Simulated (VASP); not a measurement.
Consider the following.

```yaml
crystal:
  lattice:
    - [4.80351, 0.00000, 0.00000]
    - [0.00000, 4.80351, 0.00000]
    - [0.00000, 0.00000, 3.24378]
  atoms:
    - { symbol: Sn, position: [0.00000, 0.00000, 0.00000] }
    - { symbol: Sn, position: [0.50000, 0.50000, 0.50000] }
    - { symbol: O, position: [0.30621, 0.30621, 0.00000] }
    - { symbol: O, position: [0.80621, 0.19379, 0.50000] }
    - { symbol: O, position: [0.19379, 0.80621, 0.50000] }
    - { symbol: O, position: [0.69379, 0.69379, 0.00000] }
```

All values below come from revTPSS meta-GGA, VASP's PBE PAW potentials (set 64) (plane waves; VASP). Numerical set-up: 520 eV cut-off, 5×5×8 Γ-centred mesh, tetrahedra with Blöchl corrections, potentials Sn_d O.

Unless said otherwise, spin-orbit coupling is left out, though it shifts the bands of the heavy elements here.

Q: Give the energies of bands 15 to 28 at the high-symmetry points, in eV from the valence-band maximum.

A: 
```tsv
band	Γ	X	M	Z	R	A
15	-7.95	-6.40	-5.50	-6.97	-6.74	-7.74
16	-3.89	-6.40	-5.50	-6.97	-6.74	-7.74
17	-3.89	-2.96	-3.75	-4.06	-5.38	-4.85
18	-3.79	-2.96	-3.75	-4.06	-5.38	-4.85
19	-3.04	-2.92	-2.87	-3.72	-4.02	-2.45
20	-1.92	-2.92	-2.87	-3.72	-4.02	-2.45
21	-1.88	-1.92	-1.89	-2.52	-1.71	-2.34
22	-1.22	-1.92	-1.89	-2.52	-1.71	-2.34
23	-1.22	-1.16	-1.29	-1.60	-1.04	-0.91
24	-0.71	-1.16	-1.29	-1.60	-1.04	-0.91
25	-0.71	-0.60	-0.88	-1.23	-0.68	-0.80
26	0.00	-0.60	-0.88	-1.23	-0.68	-0.80
27	0.87	4.18	4.60	6.02	6.29	4.70
28	5.95	4.18	4.60	6.02	6.29	4.70
```

The gap is direct, 0.87 eV, from the valence maximum at Γ to the conduction minimum at Γ.

The compound is SnO2 in the rutile structure. It was relaxed first.
